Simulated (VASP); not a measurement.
Write the native input for VASP 6.6.1 that does the following.

```
Task                   : single point
Functional             : LDA
Potentials or basis    : VASP PAW LDA potentials, release 64 (Zn)
Cutoff                 : 520 eV
k mesh                 : 22 × 22 × 22
Occupations            : gaussian, width 0.15 eV
Spin                   : no spin polarisation
Dipole correction      : no
Further INCAR settings : ALGO = Fast; EDIFF = 1e-06; NBANDS = 12
```

The structure of Zn lies in POSCAR:

```
Zn
1.0
   -1.5455014450      1.5455014450      1.5690370000
    1.5455014450     -1.5455014450      1.5690370000
    1.5925725550      1.5925725550     -1.5690370000
Zn
1
Direct
    0.0000000000      0.0000000000      0.0000000000
```

This isn't the form of Zn at room conditions, which is hcp.

The cell isn't the ideal one: strain +0.0300 x Voigt [0, 0, 0, 0, 0, 1], atoms carried along.

The input as run:

INCAR

```
SYSTEM = Zn
ALGO     = Fast           ! electronic algorithm
EDIFF    = 1E-6           ! SCF threshold, eV
ENCUT    = 520            ! plane-wave cutoff, eV
GGA      = CA             ! functional
ISIF     = 2              ! what is computed and relaxed
ISMEAR   = 0              ! smearing method
LASPH    = .TRUE.         ! aspherical terms in the spheres
LCHARG   = .TRUE.         ! write CHGCAR
LELF     = .TRUE.         ! ELF
LREAL    = .FALSE.        ! projectors in reciprocal space
LVHAR    = .TRUE.       
LWAVE    = .FALSE.        ! write WAVECAR
NBANDS   = 12             ! bands
NELM     = 60             ! most SCF steps
PREC     = Accurate       ! precision mode
SIGMA    = 0.15           ! smearing width, eV
```

KPOINTS

```
k-points
0
G
  22 22 22
  0 0 0
```

Potentials or basis: VASP PAW LDA potentials, release 64 (Zn).

Command:

```console
$ cat potpaw_LDA.64/Zn/POTCAR > POTCAR
$ mpirun -np 1 vasp_std > vasp.out
```

Results of the run:

The pressure is -7.9 GPa and the band gap on the k mesh is none (metal or under the smearing width).

Run time: 90 s on 1 thread of Intel(R) Xeon(R) Platinum 8559C (Emerald Rapids), on a shared host, peak memory 0.35 GiB.
